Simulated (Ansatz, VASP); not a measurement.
Two plane-wave programs on SrTiC

```
CELL_PARAMETERS angstrom
3.64108 0.00000 0.00000
-1.82054 3.15327 0.00000
0.00000 0.00000 5.16441
ATOMIC_POSITIONS crystal
Sr 0.00000 0.00000 0.00000
Ti 0.66667 0.33333 0.50000
C 0.33333 0.66667 0.50000
```

Change from the starting cell: species swapped into the EuAlSi type (P-6m2, No. 187).

Alike in both runs: functional PBE; k mesh 12 × 12 × 10; occupations gaussian, width 0.1 eV; no spin polarisation.

Ansatz relaxed the structure, and its values are those at the end. VASP's run is a single point on that final structure, the one shown.

```csv
,VASP,Ansatz
version,VASP 6.6.1,Ansatz 0.2.0
potentials or method,"VASP PAW PBE potentials, release 64 (Sr_sv, Ti_sv, C)","scalar-relativistic, plane waves, PAW"
plane-wave cutoff (eV),520,420
valence electrons in the cell,26,26
```

```csv
,VASP,Ansatz,Ansatz less VASP
gap on the k mesh at the Fermi level (eV),none,none,-
pressure (GPa),0.1,0.0,-0.11
```

A gap of «none» marks a metal or a gap that the smearing closes.
